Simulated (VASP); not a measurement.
```
BaO
1.0
    0.00000     2.96109     2.96109
    2.96109     0.00000     2.96109
    2.96109     2.96109     0.00000
Ba O
1 1
Direct
  0.00000   0.00000   0.00000
  0.25000   0.25000   0.25000
```

Computed with PBEsol GGA, VASP's PBE PAW potentials (set 64) (plane waves; VASP). Settings: 520 eV cut-off, 9×9×9 Γ-centred mesh, tetrahedra with Blöchl corrections, potentials Ba_sv O.

Question: Estimate the energy per atom (σ→0).

Answer: 
| Quantity | Result |
|---|---|
| energy per atom (σ→0) | -6122 meV/atom |

Only differences to runs with the same potentials and settings are physical.

The structure was generated: BaO was put into the zinc blende type (F-43m), which need not be its known phase. It was relaxed first, which changed the volume by -24 %.
